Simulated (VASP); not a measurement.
All values below come from PBEsol GGA with spin-orbit coupling, VASP's PBE PAW potentials (set 64) (plane waves; VASP 6.6.1).

VASP input:

### POSCAR
```
KTaO3
1
    3.9900000000     0.0000000000     0.0000000000
    0.0000000000     3.9900000000     0.0000000000
    0.0000000000     0.0000000000     3.9900000000
K Ta O
1 1 3
Direct
  0.0000000000   0.0000000000   0.0000000000
  0.5000000000   0.5000000000   0.5000000000
  0.5000000000   0.0000000000   0.5000000000
  0.0000000000   0.5000000000   0.5000000000
  0.5000000000   0.5000000000   0.0000000000
```

### KPOINTS_OPT
```
k-points along high-symmetry lines
8
Line-mode
Reciprocal
  0.000000   0.000000   0.000000 ! GAMMA
  0.000000   0.500000   0.000000 ! X

  0.000000   0.500000   0.000000 ! X
  0.500000   0.500000   0.000000 ! M

  0.500000   0.500000   0.000000 ! M
  0.000000   0.000000   0.000000 ! GAMMA

  0.000000   0.000000   0.000000 ! GAMMA
  0.500000   0.500000   0.500000 ! R

  0.500000   0.500000   0.500000 ! R
  0.000000   0.500000   0.000000 ! X

  0.500000   0.500000   0.500000 ! R
  0.500000   0.500000   0.000000 ! M
```

File KPOINTS:
```
K-points
0
G
  5 5 5
```

**INCAR**
```
ALGO = Normal
EDIFF = 1E-6
ENCUT = 520
GGA = PS
GGA_COMPAT = F
ISMEAR = 0
LASPH = T
LCHARG = F
LMAXMIX = 6
LREAL = F
LSORBIT = T
LWAVE = F
MAGMOM = 0 0 0 0 0 0 0 0 0 0 0 0 0 0 0
NELM = 100
PREC = Accurate
SIGMA = 0.05
SYSTEM = KTaO3
```

POTCAR, in this order: K_sv Ta_pv O (PBE.64 set). Program: vasp_ncl.

Question: What will the output report for the number of irreducible k-points (NKPTS), number of bands (NBANDS), largest plane-wave count, number of space-group operations, FFT grid (NGX, NGY, NGZ)?

Answer: 
```
Property                                       Value
--------------------------------------  ------------
number of irreducible k-points (NKPTS)            10
number of bands (NBANDS)                          46
largest plane-wave count                        3486
number of space-group operations                  48
FFT grid (NGX, NGY, NGZ)                30 × 30 × 30
```

The compound is KTaO3 in the cubic perovskite structure. The cell was not relaxed at this level.
